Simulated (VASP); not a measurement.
## HCS2F: single point with PBE+D3(BJ)

Crystal: HCS2F.

```xyz
30
Lattice="9.2986 0.0000 0.0000 0.0000 9.2986 0.0000 0.0000 0.0000 9.2986" Properties=species:S:1:pos:R:3 pbc="T T T"
F     2.5473    1.7204    1.7225
F     6.2080    7.9547    5.7624
F     5.5976    6.6286    7.7809
F     2.2781    8.9567    9.5886
F     2.6476    5.8994    4.5285
F     7.6634    1.2816    5.3872
H     2.5247    0.9004    1.2322
H     6.9198    8.4973    5.9129
H     5.8997    7.0850    6.9711
H     1.4898    9.1451    9.0783
H     3.0910    5.7600    3.6643
H     7.4249    2.0956    4.9484
S    -0.6905    0.7742    9.0308
S     0.7303    3.1127    7.6323
S     6.9975    4.4946    5.3130
S     8.8183    5.6857    3.1417
S     4.4398    1.5503    7.8178
S     3.6047    2.6462    5.0745
S     5.2146    7.6689    1.9226
S     3.0430    5.4863    1.5377
S     1.4257    9.0830    4.0700
S     0.0095    7.6327    6.4537
S     6.5120    4.0530    0.6188
S     5.9838    1.8002    2.6210
C    -0.0079    2.0094    8.3940
C     7.8505    5.1313    4.1688
C     3.9431    2.0906    6.4688
C     4.0379    6.6481    1.7283
C     0.6846    8.4558    5.2821
C     6.1072    2.9426    1.5969
```

The cell was built by a generator and needn't be a form met in nature.

```
Program                : VASP 6.6.1
Task                   : single point
Functional             : PBE
Dispersion             : D3(BJ)
Potentials or basis    : VASP PAW PBE potentials, release 64 (F, H, S, C)
Cutoff                 : 520 eV
k mesh                 : 1 × 1 × 1
Occupations            : fermi-dirac, width 0.02 eV
Spin                   : no spin polarisation
Dipole correction      : no
Further INCAR settings : LREAL = Auto; ALGO = Fast; EDIFF = 1e-06; NBANDS = 93
```

```yaml
Pressure: 0.6 GPa
Largest_force: 2.678 eV/Å
Band_gap_on_the_k_mesh: 3.11 eV, direct
Dispersion_energy_per_atom: -0.075 eV
```

Forces in eV/Å, atoms in the order of the input:
```
F    0.038  0.212  0.203
F   -1.987 -1.304 -0.698
F    0.326  0.179 -0.418
F   -0.107 -0.208 -0.209
F    0.643 -0.202 -0.895
F   -0.070  0.122 -0.095
H   -0.005  0.039 -0.089
H    2.094  1.641  0.315
H   -0.470 -0.393  0.762
H   -0.053  0.001  0.119
H   -0.760  0.153  1.153
H    0.032 -0.158  0.193
S   -0.496 -0.626  0.588
S    0.385  0.909 -0.321
S   -0.343  0.038  0.038
S    0.967  0.815 -1.352
S    0.193 -0.441  1.081
S   -0.505  0.317 -0.804
S   -0.813 -0.357 -0.096
S   -0.858 -0.706 -0.292
S   -0.236  0.167  0.323
S    0.310  0.605 -0.451
S   -0.240  0.868 -0.865
S   -0.536 -0.831  0.650
C    0.140 -0.230 -0.272
C   -0.628 -0.902  1.317
C    0.341  0.106 -0.295
C    1.830  1.000  0.140
C    0.034 -0.772  0.161
C    0.772 -0.041  0.107
```

Stress tensor (GPa, compression positive):
```
 0.25  0.63 -0.06
 0.63  0.77 -0.64
-0.06 -0.64  0.76
```

Levels at points of the mesh, in eV from the valence-band top:
| k point | band 68 | band 69 | band 70 | band 71 | band 72 | band 73 | band 74 | band 75 | band 76 | band 77 |
| --- | --- | --- | --- | --- | --- | --- | --- | --- | --- | --- |
| (0.00, 0.00, 0.00) | -0.44 | -0.34 | -0.21 | -0.07 | 0.00 | 3.11 | 3.12 | 3.19 | 3.29 | 3.30 |

Run time: 2.2 min on 1 thread of Intel(R) Xeon(R) Platinum 8259CL CPU @ 2.50GHz (Skylake/Cascade Lake) (shared host), peak memory 0.71 GiB.
